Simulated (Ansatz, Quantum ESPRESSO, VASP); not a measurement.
# One structure in several programs: ZrH (P4_2/mmc, 4 atoms in the cell)

Self-consistent single point.

```
CELL_PARAMETERS angstrom
      3.26696     0.00000     0.00000
      0.00000     3.26696     0.00000
      0.00000     0.00000     5.04998
ATOMIC_POSITIONS crystal
  Zr 0.00000 0.50000 0.50000
  Zr 0.50000 0.00000 0.00000
  H  0.50000 0.50000 0.25000
  H  0.50000 0.50000 0.75000
```

Shared settings, as Ansatz (a program for electronic structure) writes them: kpoints.mp_grid.grid = 7 7 5; magnetization.spin_orbit = true; scf.occupations.method = fermi_dirac; scf.occupations.width = 0.0037 Ry. Potentials and cutoffs stand in the table.

| code | model | pressure (GPa) | cutoff |
|---|---|---|---|
| VASP | PBEsol, spin-orbit coupling, VASP's PBE PAW potentials (set 64) | -7.50 | 300 eV |
| Quantum ESPRESSO | PBEsol, spin-orbit coupling, PseudoDojo fully relativistic norm-conserving (PBESOL) pseudopotentials | -6.21 | 75 Ry |
| Ansatz | PBEsol with spin-orbit coupling, PAW files made with PBE | -6.34 | 30.9 Ry |

The spread over the programs that give each value: pressure within 1.29 GPa.

Ansatz's pressure is given at a fixed set of plane waves, as the other plane-wave codes print theirs; with its correction for the finite basis it is -6.28 GPa. In the pressure, VASP (by 1.15) lies more than 1 GPa from the median of the plane-wave programs.

VASP's run is marked for a possible Pulay error in its stress at this cutoff; no cutoff test was made.

The starting cell comes from a database of computed structures (which also holds hypothetical and non-ambient phases and stackings), without a prior relaxation at this level. Its lattice was rescaled by a random factor within 2.5 % of one.

Left out of this page: FLEUR and SIESTA (not drawn, or without a comparable value).

Keys are those of Ansatz 0.2.
